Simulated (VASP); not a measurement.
RbAg:

```xyz
2
Lattice="0.0000 3.2807 3.2807 3.2807 0.0000 3.2807 3.2807 3.2807 0.0000" Properties=species:S:1:pos:R:3 pbc="T T T"
Rb    0.0000    0.0000    0.0000
Ag    3.2807    3.2807    3.2807
```

The cell was built by a generator and needn't be a form met in nature.

| Property | Result |
| --- | --- |
| Program | VASP 6.6.1 |
| Task | relaxation of cell and atoms |
| Functional | PBE |
| Potentials or basis | VASP PAW PBE potentials, release 64 (Rb_sv, Ag) |
| Cutoff | 600 eV |
| k mesh | 7 × 7 × 7 |
| Occupations | fermi-dirac, width 0.1 eV |
| Spin | no spin polarisation |

At the start: pressure 5.0 GPa; volume 35.31 Å³/atom.

Task: Where does the relaxation end?

Result: Over 16 steps the energy falls by 170.9 meV/atom and the volume is 50.34 Å³/atom (+42.6 %); space group Fm-3m (No. 225, to 0.05 Å).

Step by step:
| step | energy change (eV) | largest force (eV/Å) | pressure (GPa) | volume (Å³) |
| --- | --- | --- | --- | --- |
| 1 | 0.0000 | 0.0000 | 5.02 | 70.62 |
| 2 | -0.2475 | 0.0000 | 1.99 | 82.55 |
| 3 | -0.3312 | 0.0000 | 0.52 | 93.86 |
| 4 | -0.3413 | 0.0000 | -0.05 | 98.98 |
| 5 | -0.3407 | 0.0000 | 0.16 | 98.35 |
| 6 | -0.3408 | 0.0000 | 0.16 | 98.39 |
| 7 | -0.3409 | 0.0000 | 0.15 | 98.50 |
| 8 | -0.3409 | 0.0000 | 0.15 | 98.51 |
| 9 | -0.3409 | 0.0000 | 0.15 | 98.51 |
| 10 | -0.3409 | 0.0000 | 0.16 | 98.53 |
| 11 | -0.3409 | 0.0000 | 0.15 | 98.56 |
| 12 | -0.3410 | 0.0000 | 0.14 | 98.63 |
| 13 | -0.3411 | 0.0000 | 0.13 | 98.77 |
| 14 | -0.3413 | 0.0000 | 0.11 | 99.04 |
| 15 | -0.3416 | 0.0000 | 0.09 | 99.58 |
| 16 | -0.3419 | 0.0000 | 0.02 | 100.68 |

Final structure:
```yaml
crystal:
  lattice:
    - [0.00000, 3.69231, 3.69231]
    - [3.69231, 0.00000, 3.69231]
    - [3.69231, 3.69231, 0.00000]
  atoms:
    - { symbol: Rb, position: [0.00000, 0.00000, 0.00000] }
    - { symbol: Ag, position: [0.50000, 0.50000, 0.50000] }
```

Caveat: the volume moved by over 15 % at a fixed basis, so the end points are rough.
